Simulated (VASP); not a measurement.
Output of a VASP run:

OSZICAR:
```
       N       E                     dE             d eps       ncg     rms          rms(c)
DAV:   1     0.117084573415E+03    0.11708E+03   -0.10681E+04  4890   0.139E+03
DAV:   2    -0.234440221161E+02   -0.14053E+03   -0.13856E+03  5597   0.344E+02
DAV:   3    -0.274929745328E+02   -0.40490E+01   -0.39785E+01  6654   0.501E+01
DAV:   4    -0.275229311381E+02   -0.29957E-01   -0.29948E-01  5499   0.497E+00
DAV:   5    -0.275232973715E+02   -0.36623E-03   -0.36622E-03  6717   0.557E-01    0.249E+01
DAV:   6    -0.267396741411E+02    0.78362E+00   -0.46185E+00  5863   0.158E+01    0.842E+00
DAV:   7    -0.266421839303E+02    0.97490E-01   -0.33506E-01  5576   0.337E+00    0.447E+00
DAV:   8    -0.266149667186E+02    0.27217E-01   -0.56072E-02  6213   0.202E+00    0.293E-01
DAV:   9    -0.266143887869E+02    0.57793E-03   -0.13174E-03  5919   0.306E-01    0.173E-01
DAV:  10    -0.266142507737E+02    0.13801E-03   -0.34011E-04  6017   0.187E-01    0.376E-02
DAV:  11    -0.266142439028E+02    0.68709E-05   -0.40905E-05  6192   0.530E-02    0.155E-02
DAV:  12    -0.266142437815E+02    0.12131E-06   -0.18072E-06  5963   0.918E-03    0.378E-03
DAV:  13    -0.266142433233E+02    0.45819E-06   -0.37858E-07  5529   0.599E-03    0.633E-04
DAV:  14    -0.266142432849E+02    0.38369E-07   -0.13859E-08  2942   0.123E-03
   1 F= -.26614243E+02 E0= -.26614302E+02  d E =0.175223E-03
```

### OUTCAR
```
------------------------ aborting loop because EDIFF is reached ----------------------------------------
  FORCE on cell =-STRESS in cart. coord.  units (eV):
  Direction    XX          YY          ZZ          XY          YZ          ZX
  --------------------------------------------------------------------------------------
  Total       -1.6281590     -1.6281590     -1.8876492      0.0000000     -0.0000000      0.0000000
  in kB      -63.0672047    -63.0672047    -73.1186327      0.0000000     -0.0000000      0.0000000
  external PRESSURE =     -66.4176807 kB  Pullay stress =       0.0000000 kB
  volume of cell :       41.36
      direct lattice vectors                 reciprocal lattice vectors
    -1.617775563  1.617775563  3.951002283     0.000000000  0.309066357  0.126550167
     1.617775563 -1.617775563  3.951002283     0.309066357  0.000000000  0.126550167
     1.617775563  1.617775563 -3.951002283     0.309066357  0.309066357  0.000000000
 POSITION                                       TOTAL-FORCE (eV/Angst)
 -----------------------------------------------------------------------------------
      0.00000      0.00000      5.25916         0.000000      0.000000     -0.065268
      0.00000      0.00000      2.64285        -0.000000     -0.000000      0.065268
      0.00000      0.00000      0.00000        -0.000000     -0.000000     -0.000000
 -----------------------------------------------------------------------------------
    total drift:                               -0.000000     -0.000000     -0.000000
  FREE ENERGIE OF THE ION-ELECTRON SYSTEM (eV)
  ---------------------------------------------------
  free  energy   TOTEN  =       -26.6142432849 eV

  energy  without entropy=      -26.6144185078  energy(sigma->0) =      -26.61430169
```
(Selected blocks of OUTCAR.)

POSCAR:
```
WSi2
1
   -1.6177755630     1.6177755630     3.9510022832
    1.6177755630    -1.6177755630     3.9510022832
    1.6177755630     1.6177755630    -3.9510022832
Si W
2 1
Direct
  0.6655472604   0.6655472604   0.0000000000
  0.3344527396   0.3344527396   0.0000000000
  0.0000000000   0.0000000000   0.0000000000
```

Problem. Write an INCAR and KPOINTS that could have produced this output.

Solution. This is not unique; one that fits is the input of the run itself, PBEsol GGA, plane waves, VASP's PBE PAW potentials (set 64).

### INCAR
```
# general
SYSTEM   =  WSi2
PREC     =  Accurate
ENCUT    =  480   # plane-wave cut-off (eV)
LREAL    =  .FALSE.   # projection in real space or not
LASPH    =  .TRUE.

# electronic loop
EDIFF    =  1E-7   # SCF stop (eV)
NELM     =  100
ALGO     =  Normal   # blocked Davidson
LMAXMIX  =  6   # l cut-off of mixed one-centre charges

# smearing
ISMEAR   =  1   # Methfessel-Paxton
SIGMA    =  0.1   # width (eV)

# functional
GGA      =  PS

# ions
ISIF     =  2   # forces and stress, cell fixed

# output
LWAVE    =  .FALSE.
LCHARG   =  .FALSE.
```

KPOINTS:
```
Automatic mesh
0
Gamma
12 12 12
0 0 0
```

POTCAR, in this order: Si W_sv (PBE.64 set). Program: vasp_std.

The compound is WSi2 in the MoSi2 type structure. This cell was strained or had an atom moved on purpose.
